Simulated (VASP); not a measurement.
Energy against volume of Ni₃Fe (L1_2). Method: PBEsol GGA, VASP's PBE PAW potentials (set 64) (plane waves; VASP).

| V (Å³/atom) | E (eV/atom) |
|---|---|
| 9.967 | -6.88097 |
| 10.286 | -6.90336 |
| 10.604 | -6.90973 |
| 10.922 | -6.90290 |
| 11.240 | -6.88542 |

**Question.** Fit a third-order Birch-Murnaghan equation of state.

**Answer.** 
| Quantity | Value |
|---|---|
| volume per atom | 10.59 Å³/atom |
| bulk modulus | 222 GPa |
| pressure derivative of the bulk modulus | 5.74 |
| lattice constant a | 3.486 Å |

The compound is Ni3Fe in the L1_2 structure. It was relaxed first, which changed the volume by -5 %.
